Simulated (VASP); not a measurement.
## B (alpha): computed properties

Calculation: PBEsol GGA, VASP's PBE PAW potentials (set 64) (plane waves; VASP).

```
Item                                                                                                                    Value
---------------------------------------------  ------------------------------------------------------------------------------
space group                                                                                                        R-3m (166)
cell                                           a = 4.8796 Å, b = 4.8796 Å, c = 12.5034 Å, α = 90.00°, β = 90.00°, γ = 120.00°
volume per atom                                                                                                  7.16 Å³/atom
band gap (over mesh and band path)                                                                                    1.32 eV
smallest direct gap (over mesh and band path)                                                                         1.66 eV
band-edge character                                                                                indirect, T to Γ-T at 0.09
density                                                                                                            2.51 g/cm³
```

B has the trigonal space group R-3m, hexagonal axes (No. 166), Pearson symbol hR12. Cell: a = b = 4.8796 Å, c = 12.5034 Å, α = β = 90.00°, γ = 120.00°. B1 on 18h has 6 B at 1.668–1.794 Å. B2 on 18h is coordinated by 5 B at 1.776–1.794 Å and 2 B at 1.990 Å. (Neighbours: up to the widest gap in distance over summed covalent radii, below 1.35, at either atom.)
(The calculation used a cell of 12 atoms; values per cell refer to that cell.)

The compound is B in the alpha structure. It was relaxed first. Symmetry was kept, so distortions that lower it aren't found.
